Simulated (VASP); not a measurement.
```yaml
crystal:
  lattice:
    - [3.45068, 0.00000, 0.00000]
    - [0.00000, 3.45068, 0.00000]
    - [0.00000, 0.00000, 3.45068]
  atoms:
    - { symbol: Si, position: [0.00000, 0.00000, 0.00000] }
    - { symbol: Ni, position: [0.00000, 0.50000, 0.50000] }
    - { symbol: Ni, position: [0.50000, 0.00000, 0.50000] }
    - { symbol: Ni, position: [0.50000, 0.50000, 0.00000] }
```

Calculation: SCAN meta-GGA, VASP's PBE PAW potentials (set 64) (plane waves; VASP 6.6.1). Run with 520 eV cut-off, 10×10×10 Γ-centred mesh, tetrahedra with Blöchl corrections, potentials Si Ni.

Problem. Estimate the energy per atom (σ→0), band gap (over mesh and band path) with the smallest direct gap where there is one.

Solution. 
```yaml
band gap (over mesh and band path): none (metal, semimetal or under 0.01 eV)
energy per atom (σ→0): -15.063 eV/atom
```

Only differences to runs with the same potentials and settings are physical.

The compound is Ni3Si in the L1_2 structure. It was relaxed first. The run is not spin-polarised, so no magnetic state was tried.
